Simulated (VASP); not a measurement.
```yaml
crystal:
  lattice:
    - [2.85630, 0.00000, 0.00000]
    - [0.00000, 2.85630, 0.00000]
    - [0.00000, 0.00000, 2.85630]
  atoms:
    - { symbol: Zn, position: [0.50000, 0.50000, 0.50000] }
    - { symbol: Cu, position: [0.00000, 0.00000, 0.00000] }
```

Calculation: PBE GGA, VASP's PBE PAW potentials (set 64) (plane waves; VASP). Numerical set-up: 300 eV cut-off, 11×11×11 Γ-centred mesh, Fermi-Dirac smearing of 0.10 eV, potentials Zn Cu.

At this cut-off the stress carries a Pulay error, which pulls relaxed volumes low.

Q: What does the run give for the energy per atom (σ→0), pressure, band gap (on the k-mesh) with the smallest direct gap where there is one?

A: 
```json
{
  "band gap (on the k-mesh)": "none (metal, semimetal or under 0.01 eV)",
  "energy per atom (σ→0)": "-2.440 eV/atom",
  "pressure": "15.56 GPa"
}
```

The absolute energy has meaning only against runs of the same code, potentials and settings.

The structure comes from a computed database's ZnCu entry; how it stands against other phases isn't given here. The cell was not relaxed at this level. The electron count is odd and the run is not spin-polarised, which forces a metal.
